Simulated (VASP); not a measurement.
# SnTeS4 (P2/m) in VASP: further runs

Runs on SnTeS4. Level: PBE. Tasks: relaxation of cell and atoms.

All numbers are computed with VASP 6.6.1; they aren't measurements. Logs are shortened: lines on timing, memory, paths and dates and some standing lists are left out, and cuts for length are marked.

**1. The crystal as given**

It takes space group P2/m (No. 10, monoclinic). The conventional cell has a = 6.262 Å, b = 3.776 Å, c = 6.540 Å, α = 90.00°, β = 90.27°, γ = 90.00°. Sn (site symmetry 2/m) has 6 S at 2.61 to 2.62 Å as nearest neighbours. Te (site symmetry 2/m) has 6 S at 2.69 to 2.70 Å as nearest neighbours. S (site symmetry m) is surrounded by 2 Sn at 2.62 Å and 1 Te at 2.69 Å. S (site symmetry m) has 1 Sn at 2.61 Å and 2 Te at 2.70 Å as nearest neighbours.

The cell was built by a generator and needn't be a form met in nature.

**2. Relaxation of cell and atoms, PBE**

INCAR reads:

```
SYSTEM = SnTeS4
PREC = Accurate ; ENCUT = 520
EDIFF = 1E-6 ; ISMEAR = 0
SIGMA = 0.03 ; LREAL = .False.
LASPH = .True. ; NELM = 120
ALGO = Normal ; ISIF = 3
LWAVE = .False. ; LCHARG = .False.
GGA = PE ; IBRION = 2
NSW = 90 ; EDIFFG = -0.01
KPAR = 4
```

KPOINTS reads:

```
Automatic mesh
0
Gamma
  4 6 4
  0 0 0
```

POSCAR reads:

```
SnTeS4
1.0
    6.2620386500      0.0000000000      0.0000000000
    0.0000000000      3.7760000000      0.0000000000
   -0.0309764900      0.0000000000      6.5399315300
Sn Te S
1 1 4
Direct
    0.0000000000      0.0000000000      0.0000000000
    0.0000000000      0.5000000000      0.5000000000
    0.2379034400      0.5000000000      0.8439195500
    0.7620965600      0.5000000000      0.1560804500
    0.2452237800      0.0000000000      0.3239136000
    0.7547762200      0.0000000000      0.6760864000
```

Potentials or basis: VASP PAW PBE potentials, release 64 (Sn_d, Te, S).

On the command line:

```bash
> cat potpaw_PBE.64/Sn_d/POTCAR potpaw_PBE.64/Te/POTCAR potpaw_PBE.64/S/POTCAR > POTCAR
> mpirun -np 4 vasp_std > vasp.out
```

OUTCAR:

```text
SYSTEM = SnTeS4
   PREC = Accurate
   ENCUT = 520
   EDIFF = 1E-6
   ISMEAR = 0
   LREAL = .False.
   LASPH = .True.
   NELM = 120
   ISIF = 3
   GGA = PE
   IBRION = 2
   NSW = 90
   EDIFFG = -0.01

 ion  position               nearest neighbor table
   1  0.000  0.000  0.000-   5 2.61   6 2.61   3 2.62   4 2.62   3 2.62   4 2.62
   2  0.000  0.500  0.500-   3 2.69   4 2.69   5 2.70   6 2.70   5 2.70   6 2.70
   3  0.238  0.500  0.844-   1 2.62   1 2.62   2 2.69
   4  0.762  0.500  0.156-   1 2.62   1 2.62   2 2.69
   5  0.245  0.000  0.324-   1 2.61   2 2.70   2 2.70
   6  0.755  0.000  0.676-   1 2.61   2 2.70   2 2.70

  LATTYP: Found a simple monoclinic cell.
 ALAT       =     6.2620386500
 B/A-ratio  =     0.6029985139
 C/A-ratio  =     1.0443890968
 COS(beta)  =    -0.0047364628

  Lattice vectors:

 A1 = (   6.2620386500,   0.0000000000,   0.0000000000)
 A2 = (   0.0000000000,   3.7760000000,   0.0000000000)
 A3 = (  -0.0309764900,   0.0000000000,   6.5399315300)

Analysis of symmetry for initial positions (statically):
=====================================================================
 Subroutine PRICEL returns:
 Original cell was already a primitive cell.

 Routine SETGRP: Setting up the symmetry group for a
 simple monoclinic supercell.

 Subroutine GETGRP returns: Found  4 space group operations
 (whereof  4 operations were pure point group operations)
 out of a pool of  4 trial point group operations.

The static configuration has the point symmetry C_2h.

Analysis of symmetry for dynamics (positions and initial velocities):
=====================================================================
 Subroutine PRICEL returns:
 Original cell was already a primitive cell.

 Routine SETGRP: Setting up the symmetry group for a
 simple monoclinic supercell.

 Subroutine GETGRP returns: Found  4 space group operations
 (whereof  4 operations were pure point group operations)
 out of a pool of  4 trial point group operations.

The dynamic configuration has the point symmetry C_2h.

 Subroutine INISYM returns: Found  4 space group operations
 (whereof  4 operations are pure point group operations),
 and found     1 'primitive' translations

----------------------------------------------------------------------------------------

                                     Primitive cell

  volume of cell :     154.6397

  direct lattice vectors                    reciprocal lattice vectors
     6.262038650  0.000000000  0.000000000     0.159692403  0.000000000  0.000756386
     0.000000000  3.776000000  0.000000000     0.000000000  0.264830508  0.000000000
    -0.030976490  0.000000000  6.539931530     0.000000000  0.000000000  0.152906800

  length of vectors
     6.262038650  3.776000000  6.540004890     0.159694194  0.264830508  0.152906800

  position of ions in fractional coordinates (direct lattice)
     0.000000000  0.000000000  0.000000000
     1.000000000  0.500000000  0.500000000
     0.237903440  0.500000000  0.843919550
     0.762096560  0.500000000  0.156080450
     0.245223780  0.000000000  0.323913600
     0.754776220  0.000000000  0.676086400

  ion indices of the primitive-cell ions
   primitive index   ion index
                 1           1
                 2           2
                 3           3
                 4           4
                 5           5
                 6           6

----------------------------------------------------------------------------------------

 KPOINTS: Automatic mesh

Automatic generation of k-mesh.
 Grid dimensions read from file:
 generate k-points for:    4    6    4

 Generating k-lattice:

  Cartesian coordinates                     Fractional coordinates (reciprocal lattice)
     0.039923101  0.000000000  0.000189096     0.250000000  0.000000000 -0.000000000
     0.000000000  0.044138418  0.000000000     0.000000000  0.166666667  0.000000000
     0.000000000  0.000000000  0.038226700     0.000000000  0.000000000  0.250000000

  Length of vectors
     0.039923549  0.044138418  0.038226700

  Shift w.r.t. Gamma in fractional coordinates (k-lattice)
     0.000000000  0.000000000  0.000000000

 Subroutine IBZKPT returns following result:
 ===========================================

 Found     40 irreducible k-points:

 Following reciprocal coordinates:
            Coordinates               Weight
  0.000000  0.000000  0.000000      1.000000
  0.250000  0.000000  0.000000      2.000000
  0.500000  0.000000  0.000000      1.000000
  0.000000  0.166667  0.000000      2.000000
  0.250000  0.166667  0.000000      4.000000
  0.500000  0.166667  0.000000      2.000000
[... 16 lines left out ...]
  0.500000  0.333333  0.250000      4.000000
 -0.250000  0.333333  0.250000      4.000000
 [... further k-points ...]
   k-points           NKPTS =     40   k-points in BZ     NKDIM =     40   number of bands    NBANDS=     26
   number of dos      NEDOS =    301   number of ions     NIONS =      6
   total plane-waves  NPLWV =  67200
   dimension x,y,z NGX =    48 NGY =   28 NGZ =   50
   dimension x,y,z NGXF=    96 NGYF=   56 NGZF=  100
   ions per type =               1   1   4
   NGX,Y,Z   is equivalent  to a cutoff of  12.74, 12.33, 12.71 a.u.
   NGXF,Y,Z  is equivalent  to a cutoff of  25.49, 24.66, 25.42 a.u.
 SYSTEM =  SnTeS4
   PREC   = accura    normal or accurate (medium, high low for compatibility)
   ISTART =      0    job   : 0-new  1-cont  2-samecut
   ICHARG =      2    charge: 1-file 2-atom 10-const
   ISPIN  =      1    spin polarized calculation?
   LNONCOLLINEAR =      F non collinear calculations
   LSORBIT =      F    spin-orbit coupling
   LASPH  =      T    aspherical Exc in radial PAW
   ENCUT  =  520.0 eV  38.22 Ry    6.18 a.u.  11.64  7.02 12.16*2*pi/ulx,y,z
   NELM   =    120;   NELMIN=  2; NELMDL= -5     # of ELM steps
   EDIFF  = 0.1E-05   stopping-criterion for ELM
   LREAL  =      F    real-space projection
   EDIFFG = -.1E-01   stopping-criterion for IOM
   NSW    =     90    number of steps for IOM
   IBRION =      2    ionic relax: 0-MD 1-quasi-New 2-CG
   NFREE  =      1    steps in history (QN), initial steepest desc. (CG)
   ISIF   =      3    stress and relaxation
   ISYM   =      2    0-nonsym 1-usesym 2-fastsym
   POTIM  = 0.5000    time-step for ionic-motion
   TEBEG  =    0.0;   TEEND  =   0.0 temperature during run
   PSTRESS=    0.0 pullay stress
   NELECT =      44.0000    total number of electrons
   NUPDOWN=      -1.0000    fix difference up-down
   EMIN   =  10.00;   EMAX   =-10.00  energy-range for DOS
   EFERMI =   0.00;   METHOD = LEGACY
   ISMEAR =     0;   SIGMA  =   0.03  broadening in eV -4-tet -1-fermi 0-gaus
   EFERMI_NEDOS =   21; number of points for ismear=-14 and -15
   IALGO  =     38    algorithm
   IMIX   =      4    mixing-type and parameters
     AMIX     =   0.40;   BMIX     =  1.00
     AMIX_MAG =   1.60;   BMIX_MAG =  1.00
  volume/ion in A,a.u.               =      25.77       173.93
  Fermi-wavevector in a.u.,A,eV,Ry     =   1.076760  2.034781 15.774747  1.159411
  Thomas-Fermi vector in A             =   2.212653
   LORBIT       =      0    0 simple, 1 ext, 2 COOP (PROOUT), +10 PAW based schemes
   GGA     = PE    functional components
   LHFCALC =     F    Hartree Fock is set to
   AEXX    =    0.0000 exact exchange contribution
   IVDW    =     0    specifies the selected vdW correction
   LEPSILON=     F    determine dielectric tensor
   LRPA    =     F    only Hartree local field effects (RPA)
 conjugate gradient relaxation of ions
 non-spin polarized calculation
 Gauss-broadening in eV      SIGMA  =   0.03
  energy-cutoff  :      520.00
  volume of cell :      154.64
 maximum number of plane-waves:      4186
 NGX is ok and might be reduce to    48
   NGX = 23   NGY = 15   NGZ = 25

--------------------------------------- Ionic step        1  -------------------------------------------

 number of electron      43.9999992 magnetization

 Free energy of the ion-electron system (eV)
  ---------------------------------------------------
  ext. energy  EPLUGINS =         0.00000000
  ---------------------------------------------------
  free energy    TOTEN  =       -24.25183397 eV

  energy without entropy =      -24.25183397  energy(sigma->0) =      -24.25183397

------------------------ aborting loop because EDIFF is reached ----------------------------------------

  FORCE on cell =-STRESS in cart. coord.  units (eV):
  Direction    XX          YY          ZZ          XY          YZ          ZX
  --------------------------------------------------------------------------------------
  -------------------------------------------------------------------------------------
  Total        0.0933495     -0.3376320     -0.0884103      0.0000000      0.0000000      0.1187784
  in kB        0.9671669     -3.4981083     -0.9159943      0.0000000      0.0000000      1.2306290
  external PRESSURE =      -1.1489785 kB  Pullay stress =       0.0000000 kB
[... 101 lines left out ...]
  FREE ENERGIE OF THE ION-ELECTRON SYSTEM (eV)
  ---------------------------------------------------
  free  energy   TOTEN  =       -24.2532931203 eV

  energy  without entropy=      -24.2532931203  energy(sigma->0) =      -24.25329312

[... ionic steps 4 to 18 ...]

--------------------------------------- Ionic step       19  -------------------------------------------

 number of electron      43.9999994 magnetization

------------------------ aborting loop because EDIFF is reached ----------------------------------------
[... 75 lines left out ...]
--------------------------------------- Ionic step       21  -------------------------------------------

 number of electron      43.9999994 magnetization

 Free energy of the ion-electron system (eV)
  ---------------------------------------------------
  ext. energy  EPLUGINS =         0.00000000
  ---------------------------------------------------
  free energy    TOTEN  =       -24.26987578 eV

  energy without entropy =      -24.26987578  energy(sigma->0) =      -24.26987578

 E-fermi :   3.6351     XC(G=0):  -8.5678

 val. band max:        3.4695487682   @ k =   0.5000   0.1667   0.5000
 cond. band min:       4.2941988736   @ k =   0.5000   0.5000   0.5000
 fundamental gap:      0.8246501054
 Fermi energy:         3.6351397591

 k-point     1 :       0.0000    0.0000    0.0000
  band No.  band energies     occupation
      1     -18.0189      2.00000
      2     -17.9737      2.00000
      3     -17.9565      2.00000
      4     -17.9401      2.00000
      5     -17.9236      2.00000
      6     -11.1668      2.00000
[... 685 lines left out ...]
     25       6.4077      0.00000
     26       6.5647      0.00000

 [... further k-points ...]

------------------------ aborting loop because EDIFF is reached ----------------------------------------

  FORCE on cell =-STRESS in cart. coord.  units (eV):
  Direction    XX          YY          ZZ          XY          YZ          ZX
  --------------------------------------------------------------------------------------
  -------------------------------------------------------------------------------------
  Total        0.0099202     -0.0230176     -0.0142571      0.0000000      0.0000000      0.0068568
  in kB        0.0962310     -0.2232819     -0.1383008      0.0000000      0.0000000      0.0665142
  external PRESSURE =      -0.0884506 kB  Pullay stress =       0.0000000 kB
[... 21 lines left out ...]
  FREE ENERGIE OF THE ION-ELECTRON SYSTEM (eV)
  ---------------------------------------------------
  free  energy   TOTEN  =       -24.2698757849 eV

  energy  without entropy=      -24.2698757849  energy(sigma->0) =      -24.26987578

 reached required accuracy - stopping structural energy minimisation
```

Run time: 3.2 min. Hardware: 4 MPI ranks of Intel Xeon 6975P-C (Granite Rapids), shared host; peak memory 0.37 GiB.

What came out:

```yaml
Free_energy: -24.2699 eV
Relaxed_volume: 27.53 Å³/atom
Relaxed_cell: a = 6.711 Å, b = 3.765 Å, c = 6.536 Å, α = 90.00°, β = 90.08°, γ = 90.00°
Space_group_after_relaxing_to_0.05_Å: P2/m (No. 10)
Energy_gained_by_relaxing: 3.0 meV/atom
Ionic_steps: 21
Pressure_after_relaxing: 0.0 GPa
Largest_force_after_relaxing: 0.005 eV/Å
Band_gap_on_the_k_mesh: 0.82 eV, indirect (least direct gap 1.17 eV)
```

Forces in eV/Å, atoms in the order of the input:
```
Sn   0.000  0.000  0.000
Te   0.000  0.000  0.000
S   -0.004  0.000  0.001
S    0.004  0.000 -0.001
S   -0.005  0.000  0.000
S    0.005  0.000  0.000
```

Step by step:
```tsv
step	energy change (eV)	largest force (eV/Å)	pressure (GPa)	volume (Å³)
1	0.0000	0.0981	-0.11	154.64
2	-0.0014	0.0526	0.22	154.23
3	-0.0015	0.0485	0.23	154.18
4	-0.0028	0.0507	0.16	154.62
5	-0.0050	0.1092	-0.04	155.97
6	-0.0063	0.0983	0.00	156.22
7	-0.0085	0.0712	0.13	156.98
8	-0.0086	0.0731	0.17	157.29
9	-0.0094	0.0748	0.16	157.73
10	-0.0115	0.0803	0.11	159.06
11	-0.0137	0.0952	0.03	161.72
12	-0.0120	0.1393	-0.05	167.10
13	-0.0139	0.1116	0.01	163.52
14	-0.0164	0.0544	-0.07	164.56
15	-0.0165	0.0628	-0.09	164.72
16	-0.0175	0.0378	0.03	164.69
17	-0.0178	0.0210	0.11	164.67
18	-0.0179	0.0289	-0.06	165.20
19	-0.0180	0.0218	0.00	165.04
20	-0.0180	0.0120	-0.01	165.11
21	-0.0180	0.0048	-0.01	165.16
```

Final structure:
```xyz
6
Lattice="6.7107 0.0000 0.0120 0.0000 3.7655 0.0000 -0.0213 0.0000 6.5363" Properties=species:S:1:pos:R:3 pbc="T T T"
Sn    0.0000    3.7655    0.0000
Te   -0.0106    1.8827    3.2681
S     1.4741    1.8827    5.5195
S     5.2153    1.8827    1.0288
S     1.5208    0.0000    2.1116
S     5.1686    0.0000    4.4367
```

Caveat: spin-orbit coupling is left out, which moves the levels of the heavy elements; this functional lacks dispersion, which binds the layers, so the pressure and a relaxed spacing across them are unreliable. A k mesh can miss the band edges.

[end of part 1 of 2]
